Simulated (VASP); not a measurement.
# SrHfAs2 with PBE + D3: from relaxation to properties, part 2 of 2

What structure does SrHfAs2 take at this level, and what are its properties? The cell is invented: it takes the structure of a Materials Project entry for SrHfN2 (space group 166 there), with some of its atoms replaced by other elements, volume scaled by an estimate. It may not be a known or stable phase.

VASP 6.6.1, plane waves and PAW; the level of theory is named at each step.

Still holding for the runs below: The k-mesh is coarse for a metal.

So far. Step 6 (Total and projected DOS (PBE + D3)): The finer mesh and the other smearing move the Fermi level by +0.08 eV from the 7×7×7 run, one measure of the sampling error in the zero of the bands above. Of the states within 0.3 eV of the Fermi level, the largest shares in the PAW spheres are As p 21 %, Hf d 19 % and Sr d 5 %. The rest lies in smaller channels or between the spheres. Step 7 (Bands along the symmetry lines (TB-mBJ)): There is no gap at this level.

## (8) Volume scan with PBE + D3

This step: PBE with D3; plane waves and PAW (Hf_pv, Sr_sv, As); invented cell (VASP 6.6.1).

An equation of state needs energies on both sides of the minimum, all on one mesh and cutoff.

Input file INCAR:

```
SYSTEM = SrHfAs2
PREC = Accurate
ENCUT = 400
EDIFF = 1E-06
NELM = 100
ISMEAR = 0
SIGMA = 0.05
LREAL = .FALSE.
ALGO = Normal
GGA = PE
IVDW = 11
NBANDS = 21
LORBIT = 11
LWAVE = .FALSE.
LCHARG = .FALSE.
KPAR = 2
ISIF = 2
```

Input file POSCAR:

```
SrHfAs2
1.0
    1.9525132832      1.1272842074      6.8728586175
   -1.9525132832      1.1272842074      6.8728586175
    0.0000000000     -2.2545684147      6.8728586175
Hf Sr As
1 1 2
Direct
    0.5000000000      0.5000000000      0.5000000000
    0.0000000000      0.0000000000      0.0000000000
    0.2374279648      0.2374279648      0.2374279648
    0.7625720352      0.7625720352      0.7625720352
```

Input file KPOINTS:

```
Automatic mesh
0
Gamma
7 7 7
0 0 0
```

PAW data sets: Hf_pv, Sr_sv and As (PBE family, release 64).

Launch:

```console
mpirun -np 2 vasp_std
```

The job ended after 2.1 min (2 MPI ranks of AMD EPYC 7R43, shared host; peak memory 0.67 GiB).

The scan keeps the cell's shape and the fractional positions fixed.

This step gave:

```
SCF cycles              : 13
bands                   : 21
free energy (TOTEN)     : -26.36 eV
energy at zero smearing : -26.36 eV
Fermi energy            : 4.558 eV
pressure                : 5.366 GPa
```

Force by atom:

```tsv
atom	x (eV/Å)	y (eV/Å)	z (eV/Å)	size
Hf1	0.000	0.000	0.000	0.000
Sr2	0.000	0.000	0.000	0.000
As3	0.000	0.000	0.279	0.279
As4	0.000	0.000	-0.279	0.279
```

The pressure here is 5.37 GPa.

## (9) Volume scan with PBE + D3 (run 2)

INCAR is that of step 8.

Input file POSCAR:

```
SrHfAs2
1.0
    1.9662638298      1.1352230901      6.9212606251
   -1.9662638298      1.1352230901      6.9212606251
    0.0000000000     -2.2704461802      6.9212606251
Hf Sr As
1 1 2
Direct
    0.5000000000      0.5000000000      0.5000000000
    0.0000000000      0.0000000000      0.0000000000
    0.2374279648      0.2374279648      0.2374279648
    0.7625720352      0.7625720352      0.7625720352
```

KPOINTS is that of step 8.

Launch:

```console
mpirun -np 2 vasp_std
```

Run time: 2.2 min. Hardware: 2 MPI ranks; peak memory 0.7 GiB; 4.3 min of CPU time.

This step gave:

- free energy (TOTEN): -26.41 eV
- energy at zero smearing: -26.41 eV
- Fermi energy: 4.419 eV
- pressure: 3.401 GPa

Force by atom:

```tsv
atom	x (eV/Å)	y (eV/Å)	z (eV/Å)	size
Hf1	0.000	0.000	0.000	0.000
Sr2	0.000	0.000	0.000	0.000
As3	0.000	0.000	0.179	0.179
As4	0.000	0.000	-0.179	0.179
```

The pressure falls from 5.37 to 3.40 GPa.

The run ends at a pressure of 3.40 GPa, with forces up to 0.18 eV/Å.

## (10) Volume scan with PBE + D3 (run 3)

INCAR is that of step 9.

Input file POSCAR:

```
SrHfAs2
1.0
    1.9798246985      1.1430524623      6.9689949654
   -1.9798246985      1.1430524623      6.9689949654
    0.0000000000     -2.2861049245      6.9689949654
Hf Sr As
1 1 2
Direct
    0.5000000000      0.5000000000      0.5000000000
    0.0000000000      0.0000000000      0.0000000000
    0.2374279648      0.2374279648      0.2374279648
    0.7625720352      0.7625720352      0.7625720352
```

KPOINTS is that of step 9.

Launch:

```console
mpirun -np 2 vasp_std
```

Run time: 2.1 min. Hardware: 2 MPI ranks; peak memory 0.67 GiB.

The pressure falls from 3.40 to 1.62 GPa.

The run ends at a pressure of 1.62 GPa, with forces up to 0.085 eV/Å.

## (11) Volume scan with PBE + D3 (run 4)

INCAR is that of step 10.

Input file POSCAR:

```
SrHfAs2
1.0
    1.9932022982      1.1507760240      7.0160841976
   -1.9932022982      1.1507760240      7.0160841976
    0.0000000000     -2.3015520480      7.0160841976
Hf Sr As
1 1 2
Direct
    0.5000000000      0.5000000000      0.5000000000
    0.0000000000      0.0000000000      0.0000000000
    0.2374279648      0.2374279648      0.2374279648
    0.7625720352      0.7625720352      0.7625720352
```

KPOINTS is that of step 10.

Launch:

```console
mpirun -np 2 vasp_std
```

It took 2.2 min on 2 MPI ranks; peak memory 0.67 GiB; 4.2 min of CPU time.

The pressure falls from 1.62 to 0.01 GPa.

The run ends at a pressure of 0.01 GPa, with forces up to 0.0033 eV/Å.

## (12) Volume scan with PBE + D3 (run 5)

INCAR is that of step 11.

Input file POSCAR:

```
SrHfAs2
1.0
    2.0064026981      1.1583972794      7.0625496855
   -2.0064026981      1.1583972794      7.0625496855
    0.0000000000     -2.3167945588      7.0625496855
Hf Sr As
1 1 2
Direct
    0.5000000000      0.5000000000      0.5000000000
    0.0000000000      0.0000000000      0.0000000000
    0.2374279648      0.2374279648      0.2374279648
    0.7625720352      0.7625720352      0.7625720352
```

KPOINTS is that of step 11.

Launch:

```console
mpirun -np 2 vasp_std
```

Run time: 2.5 min. Hardware: 2 MPI ranks; peak memory 0.67 GiB.

The pressure falls from 0.01 to -1.44 GPa.

The run ends at a pressure of -1.44 GPa, with forces up to 0.086 eV/Å.

## (13) Volume scan with PBE + D3 (run 6)

INCAR is that of step 12.

Input file POSCAR:

```
SrHfAs2
1.0
    2.0194316521      1.1659195504      7.1084116828
   -2.0194316521      1.1659195504      7.1084116828
    0.0000000000     -2.3318391008      7.1084116828
Hf Sr As
1 1 2
Direct
    0.5000000000      0.5000000000      0.5000000000
    0.0000000000      0.0000000000      0.0000000000
    0.2374279648      0.2374279648      0.2374279648
    0.7625720352      0.7625720352      0.7625720352
```

KPOINTS is that of step 12.

Launch:

```console
mpirun -np 2 vasp_std
```

Run time: 3.7 min. Hardware: 2 MPI ranks; peak memory 0.74 GiB.

The pressure falls from -1.44 to -2.75 GPa.

The run ends at a pressure of -2.75 GPa, with forces up to 0.16 eV/Å.

## (14) Volume scan with PBE + D3 (run 7)

A prediction first. A parabola through the 6 pressures of evenly scaled cells so far, P = 0.01 -76.6 t +160 t² GPa with t = ln(V/V₁) and V₁ the volume at scale 1, gives -3.91 GPa at t = +0.0583.

INCAR is that of step 13.

Input file POSCAR:

```
SrHfAs2
1.0
    2.0322946209      1.1733459898      7.1536894111
   -2.0322946209      1.1733459898      7.1536894111
    0.0000000000     -2.3466919796      7.1536894111
Hf Sr As
1 1 2
Direct
    0.5000000000      0.5000000000      0.5000000000
    0.0000000000      0.0000000000      0.0000000000
    0.2374279648      0.2374279648      0.2374279648
    0.7625720352      0.7625720352      0.7625720352
```

KPOINTS is that of step 13.

Launch:

```console
mpirun -np 2 vasp_std
```

Run time: 3 min. Hardware: 2 MPI ranks; peak memory 0.73 GiB.

The pressure falls from -2.75 to -3.94 GPa. The parabola predicted -3.91 GPa, +0.03 GPa off.

## (15) Comparing the runs

Times are for 2 MPI ranks of AMD EPYC 7R43, shared host. The series side by side:

```tsv
no.	volume scale	energy above the lowest point (meV/atom)	pressure (GPa)	time	memory (GiB)
1	0.94	23.61	5.366	2.1 min	0.67
2	0.96	10.26	3.401	2.2 min	0.7
3	0.98	2.57	1.621	2.1 min	0.67
4	1	0	0.01253	2.2 min	0.67
5	1.02	2.05	-1.440	2.5 min	0.67
6	1.04	8.26	-2.753	3.7 min	0.74
7	1.06	18.24	-3.941	3 min	0.73
```

## (16) Fit for PBE + D3

This step: Birch-Murnaghan fit, PBE with D3; plane waves and PAW; invented cell (VASP 6.6.1).

This step runs nothing: it gathers the runs above.

Numbers from this step:

```
pressure derivative of the bulk modulus : 4.098
r.m.s. error of the fit                 : 1.46e-6 eV/atom
minimum inside the sampled range        : yes
bulk modulus                            : 76.28 GPa
equilibrium volume of the fit           : 24.16 Å³/atom
```

The energy above the fitted minimum by volume:

```tsv
volume (Å³/atom)	energy above the fitted minimum (eV/atom)
22.69	0.0236
23.17	0.0103
23.66	0.00258
24.14	1.5e-6
24.62	0.00205
25.11	0.00826
25.59	0.0182
```

The fitted volume lies +0.08 % from the relaxed one. The atoms bear forces along the scan, since they were held; freeing them would lower the modulus.

## (17) Electric field gradients (PBE + D3)

This step: PBE with D3; plane waves and PAW (Hf_pv, Sr_sv, As); invented cell (VASP 6.6.1).

Field gradients probe how far the charge around each nucleus departs from cubic symmetry; LASPH keeps the non-spherical terms inside the spheres.

INCAR, as its differences from that of step 14:

```diff
@@ -3,3 +3,3 @@
 ENCUT = 400
-EDIFF = 1E-06
+EDIFF = 1E-07
 NELM = 100
@@ -16,2 +16,3 @@
 KPAR = 2
-ISIF = 2
+LEFG = .TRUE.
+LASPH = .TRUE.
```

Input file POSCAR:

```
SrHfAs2
1.0
    1.9932022982      1.1507760240      7.0160841976
   -1.9932022982      1.1507760240      7.0160841976
    0.0000000000     -2.3015520480      7.0160841976
Hf Sr As
1 1 2
Direct
    0.5000000000      0.5000000000      0.5000000000
    0.0000000000      0.0000000000      0.0000000000
    0.2374279648      0.2374279648      0.2374279648
    0.7625720352      0.7625720352      0.7625720352
```

KPOINTS is that of step 14.

Launch:

```console
mpirun -np 2 vasp_std
```

Wall time 3 min (2 MPI ranks); peak memory 0.65 GiB; 5.9 min of CPU time.

This step gave:

```yaml
scf_cycles: 15
free_energy_toten: -26.45 eV
energy_at_zero_smearing: -26.45 eV
fermi_energy: 4.152 eV
pressure: 0.008216 GPa
```

Electric field gradients, by row:

```tsv
atom	Vxx (V/Å²)	Vyy (V/Å²)	Vzz (V/Å²)	asymmetry
Hf1	20.75	20.75	-41.5	0
Sr2	5.463	5.462	-10.93	0
As3	7.733	7.732	-15.46	0
As4	7.733	7.732	-15.46	0
```

The largest gradient, -41.50 V/Å², sits on Hf1; times the quadrupole moment of a nucleus that has one, it gives the coupling that NMR and NQR see.

## (18) Vibrations at Γ (PBE + D3)

Zone-centre modes test whether the atoms sit at a minimum within this cell. IBRION = 6 takes the force constants from differences of forces between displaced cells, so the forces must be tight.

Input file INCAR:

```
SYSTEM = SrHfAs2
PREC = Accurate
ENCUT = 400
EDIFF = 1E-08
NELM = 100
ISMEAR = 1
SIGMA = 0.2
LREAL = .FALSE.
ALGO = Normal
GGA = PE
IVDW = 11
NBANDS = 21
LORBIT = 11
LWAVE = .FALSE.
LCHARG = .FALSE.
KPAR = 2
IBRION = 6
NFREE = 2
POTIM = 0.015
ISIF = 2
NSW = 1
```

POSCAR is that of step 17.

Input file KPOINTS:

```
Automatic mesh
0
Gamma
11 11 11
0 0 0
```

Launch:

```console
mpirun -np 2 vasp_std
```

Wall time 24 min (2 MPI ranks).

The run was stopped at its time limit, by a STOPCAR file.

More ranks or a longer limit would be the way on.

## (19) Results

| Property | Result |
| --- | --- |
| relaxed volume | 24.14 Å³/atom |
| relaxed conventional cell a, b, c | 3.986, 3.986, 21.048 Å; angles 90.0, 90.0, 120.0° |
| space group after relaxing, within 0.02 Å | R-3m (No. 166) |
| band gap | none, a metal |
| DOS at the Fermi level | 0.498 states/eV/cell |
| band gap (TB-mBJ) | none, a metal |
| bulk modulus from the fit | 76.3 GPa |
| volume from the fit | 24.2 Å³/atom |
| largest field gradient Vzz | -41.50 V/Å² on Hf1 |

In words: With PBE + D3, SrHfAs2 relaxes to 24.14 Å³/atom in space group R-3m (held by the symmetry of the run), comes out as a metal and has a bulk modulus of 76.3 GPa at fixed shape and positions, an upper bound. Not obtained: vibrations at Γ (PBE + D3), because the run hit its time limit. Bands along the symmetry lines (PBE + D3): Of the bands kept, 4 cross the Fermi level on this path. Bands along the symmetry lines (TB-mBJ): Of the bands kept, 3 cross the Fermi level on this path. The other levels ran on the cell relaxed with PBE + D3, and without spin-orbit coupling unless named. Spin-orbit coupling is left out, and with elements this heavy it would split and shift bands near the Fermi level. The k-sampling is coarse for a metal, so the Fermi level, pressures and the shape of the cell carry errors. No search among competing phases was made. All values are for a static lattice at zero temperature.

[Lines on the potential files, build, host, timing and source positions are cut from VASP's logs without a mark.]

[Logs are printed without paths, hosts, clocks, repeated set-up lines and the standing remarks that a program may print on its own settings, such as how far it seeks lower states.]

[Hosts, paths, dates, database ids (printed as entryN), source tags and the programs' standing remarks are cut or masked in the printed files.]

[A measured line is paired with the nearest computed mode of its activity, which favours agreement.]
